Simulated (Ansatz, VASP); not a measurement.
# Cross-check of TlAgCl2 between VASP and Ansatz

Wanted: the spread between two codes on one cell, functional and k mesh. The cell is invented: As first built, before any earlier steps moved the atoms (in the runner's words): it takes the AgCl structure with some of its atoms replaced by other elements, volume scaled by an estimate. It may not be a known or stable phase. The cell is taken from a series of VASP runs on this material, whose earlier steps may have relaxed, scaled or displaced it; both programs get it as it stands.

Program: Ansatz 0.2.0. Level of theory: plane waves, with VASP 6.6.1 beside it; band structure at r2SCAN and single point at r2SCAN. Results are calculated unless marked as measured.

**1. The structure**

Symmetry: R-3m, No. 166, trigonal system. Conventional cell: a = 4.149 Å, b = 4.149 Å, c = 21.045 Å, α = 90.00°, β = 90.00°, γ = 120.00°. Nearest to Tl lie 6 Cl at 3.17 Å. Ag has 6 Cl at 2.79 Å nearest. Nearest to Cl lie 3 Ag at 2.79 Å and 3 Tl at 3.17 Å. As first built, before any earlier steps moved the atoms (in the runner's words): sites of the AgCl structure (space group 225) filled with other elements, volume scaled by an estimate. Farther neighbours and most contacts between anions are not listed.

As a file:

```cif
data_structure
_symmetry_space_group_name_H-M 'P 1'
_symmetry_Int_Tables_number 1
_cell_length_a 7.4127
_cell_length_b 7.4127
_cell_length_c 7.4127
_cell_angle_alpha 32.500
_cell_angle_beta 32.500
_cell_angle_gamma 32.500
_cell_volume 104.56
loop_
_atom_site_label
_atom_site_type_symbol
_atom_site_fract_x
_atom_site_fract_y
_atom_site_fract_z
_atom_site_occupancy
Tl1 Tl 0.00000 0.00000 0.00000 1
Ag2 Ag 0.50000 0.50000 0.50000 1
Cl3 Cl 0.76513 0.76513 0.76513 1
Cl4 Cl 0.23487 0.23487 0.23487 1
```

**2. Ansatz: band structure, r2SCAN**

Ansatz runs on its default PAW (the set named soft_2) files.

Levels along a path test the potential and the projectors away from the mesh points.

Input file input.yaml:

```yaml
crystal:
  lattice:
    - [2.0743064491, 1.1976013871, 7.0150688129]
    - [-2.0743064491, 1.1976013871, 7.0150688129]
    - [0.0, -2.3952027742, 7.0150688129]
  atoms:
    - { symbol: Tl, position: [0.0, 0.0, 0.0] }
    - { symbol: Ag, position: [0.5, 0.5, 0.5] }
    - { symbol: Cl, position: [0.7651316868, 0.7651316868, 0.7651316868] }
    - { symbol: Cl, position: [0.2348683132, 0.2348683132, 0.2348683132] }
hamiltonian:
  xc: r2scan
  pseudopotentials: { kind: paw }
kpoints:
  mp_grid: { grid: [6, 6, 6] }
  band_path:
    path:
      - [0.0, 0.0, 0.0]
      - [0.13333, 0.0, 0.0]
      - [0.3, 0.0, 0.0]
      - [0.46667, 0.0, 0.0]
      - [0.5, 0.03722, -0.03722]
      - [0.5, 0.09925, -0.09925]
      - [0.5, 0.16128, -0.16128]
      - [0.77205, 0.5, 0.22795]
      - [0.66742, 0.5, 0.33258]
      - [0.56278, 0.5, 0.43722]
      - [0.5, 0.5, 0.5]
      - [0.46667, 0.46667, 0.46667]
      - [0.3, 0.3, 0.3]
      - [0.13333, 0.13333, 0.13333]
      - [0.0, 0.0, 0.0]
      - [0.11435, 0.0, -0.11435]
      - [0.20583, 0.0, -0.20583]
      - [0.2287, 0.0, -0.2287]
      - [0.32018, 0.0, -0.32018]
      - [0.62556, 0.37444, 0.0]
      - [0.57324, 0.42676, 0.0]
      - [0.52093, 0.47907, 0.0]
      - [0.52093, 0.52093, 0.02481]
      - [0.57324, 0.57324, 0.08685]
      - [0.62556, 0.62556, 0.14888]
      - [0.64649, 0.64649, 0.20702]
      - [0.59417, 0.59417, 0.31166]
      - [0.54185, 0.54185, 0.41629]
      - [0.5, 0.0, 0.0]
      - [0.60463, 0.11435, 0.11435]
      - [0.70927, 0.2287, 0.2287]
      - [0.8139, 0.34305, 0.34305]
    npoints: 1
scf:
  occupations: { method: gaussian, width: 0.05 }
  n_extra_bands: 8
output:
  forces: true
  stress: true
  eigenvalues: true
```

Run with:

```console
> ansatz run input.yaml --threads 2 --pin off --max-ram 4608MiB --backend cpu --events-out ev --progress --plain --runs-dir out
```

Numbers of over 12 decimals in the logs are rounded to 6 here.

What it wrote:

```text
basis.fft_grid_basis auto: the FFT boxes are laid along the combinations [[1, 0, -1], [0, 1, -1], [0, 0, 1]] of the cell's own vectors, 4.149, 4.149 and 7.413 Å long. The dense box has 32×32×60 points. Along the cell's own vectors, as sized, it would have 60×60×60, 3.52 times as many. Of the 12 symmetry operations that the crystal satisfies within crystal.symmetry.tolerance (time reversal apart; of a slab, those that [...]
scf.n_extra_bands = 8 over 23 filled bands (N_el = 46.0): the run solves 31 bands
Engine: ansatz 0.2.0, x86_64-unknown-linux-gnu
Pseudopotentials: kind: paw
Pseudopotential: Tl, paw, valence charge 13, recommended cutoff 500 eV (meta_gga), Tl.paw.azcp
Pseudopotential: Ag, paw, valence charge 19, recommended cutoff 500 eV (meta_gga), Ag.paw.azcp
Pseudopotential: Cl, paw, valence charge 7, recommended cutoff 500 eV (meta_gga), Cl.paw.azcp
Functional definition: r2SCAN
  parameter k0 = 0.174
  parameter k1 = 0.065
  parameter a1 = 4.9479
  exchange = r2scan_x(k0 = k0, k1 = k1, a1 = a1)
  correlation = r2scan_c
Crystal: 4 atoms, lattice volume = 104.561 Å³
Basis set: ecut = 500 eV, 2665 PW (Γ), FFT grids on a1−a3, a2−a3, a3, exchange–correlation on 128×128×240 points (64 copies of the dense FFT grid, shifted against one another)
Bands: 31, of which v1, the nominal top of the filled ones, is band 23 counted from 1 (22 counted from 0)
Symmetry: 12 space group operations
Space group: R-3m (ITA 166), of the structure as read, at distance tolerance 4.7e-5 Å
k-points: 32 of 216
Non-local potential: Tl, projectors of the file, l = 0: 2, l = 1: 2, l = 2: 2, l = 3: 1
Non-local potential: Ag, projectors of the file, l = 0: 3, l = 1: 2, l = 2: 2, l = 3: 1
Non-local potential: Cl, projectors of the file, l = 0: 2, l = 1: 2, l = 2: 2
PAW form: soft (Blöchl's): semilocal exchange-correlation on the pseudo side does not see the compensation charge
PAW frozen core: Tl, regenerated for the run's functional (the file was generated under x = pbe(κ = 0.804, μ = 0.219515), c = pbe(β = 0.066725))
PAW frozen core: Ag, regenerated for the run's functional (the file was generated under x = pbe(κ = 0.804, μ = 0.219515), c = pbe(β = 0.066725))
PAW frozen core: Cl, regenerated for the run's functional (the file was generated under x = pbe(κ = 0.804, μ = 0.219515), c = pbe(β = 0.066725))
PAW one-centre angular grid: Tl, 590 points (default); XC on 160 Gauss nodes
PAW one-centre angular grid: Ag, 590 points (default); XC on 160 Gauss nodes
PAW one-centre angular grid: Cl, 302 points (default); XC on 160 Gauss nodes
Initial density: superposition of atomic densities (neutral atoms: chi_scale 0, normalization atom), corrected by the library's trained network
Initial wavefunctions: pseudopotential atomic-orbital guess
Functional: x = r2scan, c = r2scan; τ floored in thin density (d = 2e-4 eV/Å³)
SCF iter   1: F=—  HF=-21233.130192 eV  |F-HF|=—  |Δ(HF+E_count)|=         —  Δρ=7.01e-3  dr2=4.02e-2  dr2_τ=8.35e-3  ethr=1.77e-3  ⟨swp⟩=6.5  Hψ=4201  notcnv=0  defer=7
preconditioner: auto → Resta (q_TF=auto, 2.379 Å⁻¹)  ε∞=4.0  [insulator: Δε(μ)=2.595 eV  Ē_g=12.897 eV  σ=0.050 eV  W_gap=1.00  n_scr=28 (ndim 8)  ℏωp=22.4 eV  f_vac=0.047  D(μ)=0.00/eV (n_scr^D=0)  ε∞_Penn≈4.0]
SCF iter   2: F=—  HF=-21233.131140 eV  |F-HF|=—  |Δ(HF+E_count)|=   9.47e-4  Δρ=3.10e-3  dr2=5.13e-3  dr2_τ=9.91e-4  ethr=8.74e-5  ⟨swp⟩=2.0  Hψ=1939  notcnv=0  defer=110
SCF iter   3: F=—  HF=-21233.131133 eV  |F-HF|=—  |Δ(HF+E_count)|=   6.44e-6  Δρ=9.77e-4  dr2=6.08e-4  dr2_τ=3.73e-5  ethr=1.12e-5  ⟨swp⟩=2.0  Hψ=1042  notcnv=0  defer=110
SCF iter   4: F=—  HF=-21233.131241 eV  |F-HF|=—  |Δ(HF+E_count)|=   1.08e-4  Δρ=2.48e-4  dr2=4.34e-5  dr2_τ=7.77e-6  ethr=1.32e-6  ⟨swp⟩=2.0  Hψ=1261  notcnv=0  defer=110
SCF iter   5: F=—  HF=-21233.131252 eV  |F-HF|=—  |Δ(HF+E_count)|=   1.14e-5  Δρ=5.31e-5  dr2=2.68e-6  dr2_τ=1.83e-7  ethr=9.43e-8  ⟨swp⟩=2.0  Hψ=1296  notcnv=0  defer=110
SCF iter   6: F=—  HF=-21233.131254 eV  |F-HF|=—  |Δ(HF+E_count)|=   1.26e-6  Δρ=1.32e-5  dr2=1.93e-7  dr2_τ=3.37e-8  ethr=5.83e-9  ⟨swp⟩=2.0  Hψ=1490  notcnv=0  defer=110
SCF iter   7: F=-21233.131254 eV  HF=-21233.131254 eV  |F-HF|=3.34e-9  |Δ(HF+E_count)|=   5.20e-8  Δρ=3.61e-6  dr2=1.81e-8  dr2_τ=5.92e-10  ethr=2.17e-10  ⟨swp⟩=9.3  Hψ=4871  notcnv=0
SCF 1 converged in 7 iterations: F = -21233.131254 eV  dr2 = 1.81e-8
  greatest PAW one-centre occupation: 1.003 electrons in one spin orbital (limit 2), on the Ag atom at site 1 (counted from 0), in its partial waves of l = 1
NSCF: frozen V_eff on 32 k-points
SCF converged after 7 iterations
Free energy (F): -21233.131254 eV
Harris-Foulkes:  -21233.131254 eV  (|F-HF|=3.34e-9)
Internal energy: -21233.131254 eV  (E = F + TS)
E sigma→0 (E₀):  -21233.131254 eV
Fermi energy:    6.943163 eV
--- Per-component energies (eV) ---
  E_band       = -471.793802
  E_kinetic    = 1182.278345
  E_local      = -5015.786327  (includes V_loc(G=0)·N_el)
  E_nonlocal   = 460.817751
  E_hartree    = 2120.742206
  E_xc         = -603.907597
  E_vxc        = -686.221989  (∫ρ·V_xc dr)
  E_paw        = -15448.357532  (= ΣΔE_a)
  E_vpaw       = -699.077547  (= ΣTr[D̂ρ^β])
  E_aug_tail   = 0.000149  (compensation charges beyond the density's cutoff)
  E_vtau       = 44.716516  (kinetic-family band-sum trace: ∫τ·v_τ [+ j·A + Jᵃ·Aᵃ] dr)
  E_ewald      = -3929.175886
  E_core_change = 0.257637  (= ΣΔE_core)
  E_smearing   = -0.000000  (= −TS)
  E_closure    = 0.000000  (closes the sum)
  Σ components = -21233.131254   (vs F -21233.131254, Δ=0.00e0)
--- Forces (eV/Å), atoms counted from 1 ---
  atom   1  Tl    -0.00000000    -0.00000000     0.00000000
  atom   2  Ag    -0.00000000     0.00000000    -0.00000000
  atom   3  Cl     0.00000000    -0.00000000     0.00255709
  atom   4  Cl    -0.00000000     0.00000000    -0.00255709
  max |Σ_I F_I| component: 5.88e-30 eV/Å
--- Stress (GPa, compression-positive) ---
        0.162541       0.000000       0.000000
        0.000000       0.162541      -0.000000
        0.000000      -0.000000       0.220245
  P = ⅓ Tr σ = 0.1818 GPa (1.818 kbar)
--- Band table (eV; the first three rows and the last of 32) ---
  k-point 0: bands = [... 19 lower, 3.7360, 4.2669, 5.3400, 5.3400, 9.3993, 10.2635, 12.0885, 12.0885, ... 4 higher]
  k-point 1: bands = [... 19 lower, 3.9882, 4.4480, 5.2091, 5.2370, 9.7854, 10.0082, 11.7235, 12.0821, ... 4 higher]
  k-point 2: bands = [... 19 lower, 4.0083, 4.2055, 5.1319, 5.4128, 9.2124, 10.1942, 11.4353, 11.8319, ... 4 higher]
  k-point 31: bands = [... 19 lower, 4.1001, 5.0181, 5.2740, 5.2740, 8.2284, 11.8284, 12.5700, 12.5700, ... 4 higher]
```

Elapsed: 11 s, on 2 threads of Intel Xeon at 2.80GHz (Skylake/Cascade Lake), shared host; peak memory 0.75 GiB; 21 s of CPU time.

**3. VASP: band structure, r2SCAN**

The same cell, functional, mesh and smearing now go to VASP, with its own data sets and cutoff.

Lines of VASP's logs that name or quote its potential files are left out, and so is its time.

Input file INCAR:

```
SYSTEM = TlAgCl2
PREC = Accurate
ENCUT = 400
EDIFF = 1E-06
NELM = 100
ISMEAR = 0
SIGMA = 0.05
LREAL = .FALSE.
ALGO = Normal
METAGGA = R2SCAN
LASPH = .TRUE.
NBANDS = 33
LORBIT = 11
LWAVE = .FALSE.
LCHARG = .FALSE.
KPAR = 2
```

Input file POSCAR:

```
TlAgCl2
1.0
    2.0743064491      1.1976013871      7.0150688129
   -2.0743064491      1.1976013871      7.0150688129
    0.0000000000     -2.3952027742      7.0150688129
Tl Ag Cl
1 1 2
Direct
    0.0000000000      0.0000000000      0.0000000000
    0.5000000000      0.5000000000      0.5000000000
    0.7651316868      0.7651316868      0.7651316868
    0.2348683132      0.2348683132      0.2348683132
```

Input file KPOINTS:

```
Automatic mesh
0
Gamma
6 6 6
0 0 0
```

Input file KPOINTS_OPT:

```
Line mode
16
Line-mode
Reciprocal
  0.00000000   0.00000000   0.00000000 GAMMA
  0.50000000   0.00000000   0.00000000 L

  0.50000000   0.00000000   0.00000000 L
  0.50000000   0.18609652  -0.18609652 B1

  0.81390348   0.50000000   0.18609652 B
  0.50000000   0.50000000   0.50000000 Z

  0.50000000   0.50000000   0.50000000 Z
  0.00000000   0.00000000   0.00000000 GAMMA

  0.00000000   0.00000000   0.00000000 GAMMA
  0.34304826   0.00000000  -0.34304826 X

  0.65695174   0.34304826   0.00000000 Q
  0.50000000   0.50000000   0.00000000 F

  0.50000000   0.50000000   0.00000000 F
  0.65695174   0.65695174   0.18609652 P1

  0.65695174   0.65695174   0.18609652 P1
  0.50000000   0.50000000   0.50000000 Z

  0.50000000   0.00000000   0.00000000 L
  0.81390348   0.34304826   0.34304826 P
```

The projector-augmented-wave data sets are Tl_d, Ag and Cl (PBE family, release 64).

Run with:

```console
> mpirun -np 2 vasp_std
```

What it wrote:

```text
[banner, memory and clock lines left out]
running    2 mpi-ranks, on    1 nodes
 distrk:  each k-point on    1 cores,    2 groups
 distr:  one band on    1 cores,    1 groups

 POSCAR found type information on POSCAR TlAgCl
 POSCAR found :  3 types and       4 ions
|                                                                             |
|               ----> ADVICE to this user running VASP <----                  |
|                                                                             |
|     You enforced a specific xc type in the INCAR file but a different       |
|     [... a line on the potential file left out ...]
|     I HOPE YOU KNOW WHAT YOU ARE DOING!                                     |
|                                                                             |

 LDA part: xc-table for (None), standard interpolation
 POSCAR, INCAR and KPOINTS ok, starting setup
 FFT: planning ... GRIDC
 FFT: planning ... GRID_SOFT
 FFT: planning ... GRID
 WAVECAR not read
 entering main loop
       N       E                     dE             d eps       ncg     rms          rms(c)
DAV:   1     0.115764363971E+03    0.11576E+03   -0.15615E+04  2128   0.849E+02
DAV:   2    -0.903217558818E+02   -0.20609E+03   -0.19643E+03  2427   0.225E+02
DAV:   3    -0.100874111124E+03   -0.10552E+02   -0.10484E+02  2583   0.484E+01
DAV:   4    -0.100970879925E+03   -0.96769E-01   -0.96739E-01  2455   0.518E+00
DAV:   5    -0.100972388772E+03   -0.15088E-02   -0.15088E-02  2626   0.659E-01    0.687E+00
DAV:   6    -0.902335335108E+02    0.10739E+02   -0.53834E+00  2248   0.167E+01    0.693E+00
DAV:   7    -0.901412364710E+02    0.92297E-01   -0.39169E-01  2567   0.362E+00    0.474E+00
DAV:   8    -0.901122180224E+02    0.29018E-01   -0.15216E-01  2471   0.307E+00    0.131E+00
DAV:   9    -0.901187075822E+02   -0.64896E-02   -0.32353E-02  2522   0.909E-01    0.411E-01
DAV:  10    -0.901184347562E+02    0.27283E-03   -0.58399E-03  2437   0.558E-01    0.918E-02
DAV:  11    -0.901186641681E+02   -0.22941E-03   -0.42465E-04  2487   0.114E-01    0.638E-02
DAV:  12    -0.901186922304E+02   -0.28062E-04   -0.67139E-05  2547   0.708E-02    0.220E-02
DAV:  13    -0.901187022747E+02   -0.10044E-04   -0.25243E-05  2299   0.282E-02    0.726E-03
DAV:  14    -0.901187025572E+02   -0.28252E-06   -0.11079E-06  2343   0.450E-03
   1 F= -.90118703E+02 E0= -.90118703E+02  d E =-.250792E-16
 Start KPOINTS_OPT (optional k-point list driver)
k-point batch [1-32\144]
       N       E                     dE             ncg
DAV:   1     0.293668016598E+04   -0.21458E+05     2128
DAV:   2    -0.364604361704E+04   -0.65827E+04     2474
DAV:   3    -0.396229666869E+04   -0.31625E+03     2544
DAV:   4    -0.396507903007E+04   -0.27824E+01     2536
DAV:   5    -0.396512342073E+04   -0.44391E-01     2646
DAV:   6    -0.396512443263E+04   -0.10119E-02     2560
DAV:   7    -0.396512446145E+04   -0.28815E-04     2622
DAV:   8    -0.396512446223E+04   -0.78649E-06     1904
[...]
k-point batch [129-144\144]
       N       E                     dE             ncg
DAV:   1     0.109545200197E+05   -0.14632E+05     1080
DAV:   2     0.771907066568E+04   -0.32354E+04     1213
DAV:   3     0.756885824342E+04   -0.15021E+03     1283
DAV:   4     0.756758398924E+04   -0.12743E+01     1272
DAV:   5     0.756756400771E+04   -0.19982E-01     1312
DAV:   6     0.756756354915E+04   -0.45855E-03     1287
DAV:   7     0.756756353638E+04   -0.12772E-04     1296
DAV:   8     0.756756353604E+04   -0.33839E-06      992
```

From OUTCAR (step 3):

```text
ion  position               nearest neighbor table
   1  0.000  0.000  0.000-   3 3.17   3 3.17   4 3.17   4 3.17   3 3.17   4 3.17
   2  0.500  0.500  0.500-   4 2.79   4 2.79   3 2.79   3 2.79   4 2.79   3 2.79
   3  0.765  0.765  0.765-   2 2.79   2 2.79   2 2.79   1 3.17   1 3.17   1 3.17
   4  0.235  0.235  0.235-   2 2.79   2 2.79   2 2.79   1 3.17   1 3.17   1 3.17

  LATTYP: Found a trigonal (rhomboedric) cell.
 ALAT       =     7.4127044172
 COS(alpha) =     0.8433889270

 Subroutine GETGRP returns: Found 12 space group operations
 (whereof 12 operations were pure point group operations)

The static configuration has the point symmetry D_3d.

 Found     32 irreducible k-points:

   k-points           NKPTS =     32   k-points in BZ     NKDIM =     32   number of bands    NBANDS=     33

   dimension x,y,z NGX =    48 NGY =   48 NGZ =   48
   dimension x,y,z NGXF=    96 NGYF=   96 NGZF=   96

   ENCUT  =  400.0 eV  29.40 Ry    5.42 a.u.  12.09 12.09 12.09*2*pi/ulx,y,z

   NELECT =      38.0000    total number of electrons

 k-points in reciprocal lattice and weights: Automatic mesh
   0.00000000  0.00000000  0.00000000       0.005
   0.16666667  0.00000000  0.00000000       0.028
   0.33333333  0.00000000 -0.00000000       0.028
   0.50000000  0.00000000 -0.00000000       0.014
   0.16666667  0.16666667  0.00000000       0.028
   0.33333333  0.16666667 -0.00000000       0.056
   0.50000000  0.16666667 -0.00000000       0.056
  -0.33333333  0.16666667  0.00000000       0.056
  -0.16666667  0.16666667  0.00000000       0.028
[...]
-0.33333333  0.50000000  0.33333333       0.028
   0.50000000  0.50000000  0.50000000       0.005

 average (electrostatic) potential at core
       1 -91.5693       2 -78.7429       3 -95.2421       4 -95.2421

 E-fermi :   2.8630

 k-point     1 :       0.0000    0.0000    0.0000
  band No.  band energies     occupation
    ...
     15       0.7001      2.00000
     16       0.7001      2.00000
     17       1.2068      2.00000
     18       2.2819      2.00000
     19       2.2819      2.00000
     20       6.3052      0.00000
     21       7.1556      0.00000
     22       9.0106      0.00000
     23       9.0106      0.00000
     24      11.8969      0.00000
    ...

 k-point     2 :       0.1667    0.0000    0.0000
  band No.  band energies     occupation
    ...
     15       0.8119      2.00000
     16       0.9388      2.00000
     17       1.3845      2.00000
     18       2.1428      2.00000
     19       2.1793      2.00000
     20       6.6841      0.00000
     21       6.9160      0.00000
     22       8.6305      0.00000
     23       8.9996      0.00000
     24      11.1199      0.00000
    ...

 k-point     3 :       0.3333    0.0000   -0.0000
  band No.  band energies     occupation
    ...
     15       0.7890      2.00000
     16       0.9668      2.00000
     17       1.1503      2.00000
     18       2.0747      2.00000
     19       2.3418      2.00000
     20       6.1170      0.00000
     21       7.1060      0.00000
     22       8.3365      0.00000
     23       8.7447      0.00000
     24      10.0447      0.00000
    ...

  Total        0.0032900      0.0032900      0.0301777      0.0000000     -0.0000000      0.0000000
  in kB        0.0504130      0.0504130      0.4624110      0.0000000     -0.0000000      0.0000000
  external PRESSURE =       0.1877457 kB  Pullay stress =       0.0000000 kB

  energy-cutoff  :      400.00
  volume of cell :      104.56
      direct lattice vectors                 reciprocal lattice vectors
     2.074306449  1.197601387  7.015068813     0.241044422  0.139167062  0.047516759
    -2.074306449  1.197601387  7.015068813    -0.241044422  0.139167062  0.047516759
     0.000000000 -2.395202774  7.015068813     0.000000000 -0.278334124  0.047516759

 POSITION                                       TOTAL-FORCE (eV/Angst)
 -----------------------------------------------------------------------------------
      0.00000      0.00000      0.00000         0.000000      0.000000     -0.000000
      0.00000      0.00000     10.52260        -0.000000      0.000000     -0.000000
      0.00000      0.00000     16.10235         0.000000     -0.000000      0.005924
      0.00000      0.00000      4.94285         0.000000      0.000000     -0.005924
 -----------------------------------------------------------------------------------
    total drift:                                0.000000      0.000000     -0.000000

  FREE ENERGIE OF THE ION-ELECTRON SYSTEM (eV)
  ---------------------------------------------------
  free  energy   TOTEN  =       -90.1187025572 eV

  energy  without entropy=      -90.1187025572  energy(sigma->0) =      -90.11870256

 total charge
# of ion       s       p       d       tot
------------------------------------------
    1        1.323   0.126   9.660  11.109
    2        0.187   0.128   9.385   9.700
    3        1.610   3.520   0.000   5.131
    4        1.610   3.520   0.000   5.131
--------------------------------------------------
tot          4.730   7.295  19.045  31.070

[... 3 further parts left out ...]
```

The run ends at a pressure of 0.02 GPa, with forces up to 0.0059 eV/Å.

[end of part 1 of 2]

[Lines on the potential files, build, host, timing and source positions are cut from VASP's logs without a mark.]

[Logs are printed without paths, hosts, clocks, repeated set-up lines and the standing remarks that a program may print on its own settings, such as how far it seeks lower states.]

[Hosts, paths, dates, database ids (printed as entryN), source tags and the programs' standing remarks are cut or masked in the printed files.]
